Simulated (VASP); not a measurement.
Input:

```
CELL_PARAMETERS angstrom
      3.21586     0.00000     0.00000
      0.00000     3.21586     0.00000
      0.00000     0.00000     3.21586
ATOMIC_POSITIONS crystal
  In 0.50000 0.50000 0.50000
  Pd 0.00000 0.00000 0.00000
```

Level of theory: revTPSS meta-GGA, VASP's PBE PAW potentials (set 64) (plane waves; VASP). Settings: 520 eV cut-off, 11×11×11 Γ-centred mesh, first-order Methfessel-Paxton smearing of 0.10 eV, potentials In_d Pd.

**Question.** Give the stress tensor in GPa (positive for a compressed cell).

**Answer.** 
```
4.54  0.00  0.00
0.00  4.54  0.00
0.00  0.00  4.54
```
The pressure is its mean diagonal, 4.54 GPa.

The compound is PdIn in the CsCl type structure. This cell is one point of a volume scan, at 0.97 of the reference volume. The electron count is odd and the run is not spin-polarised, which forces a metal.
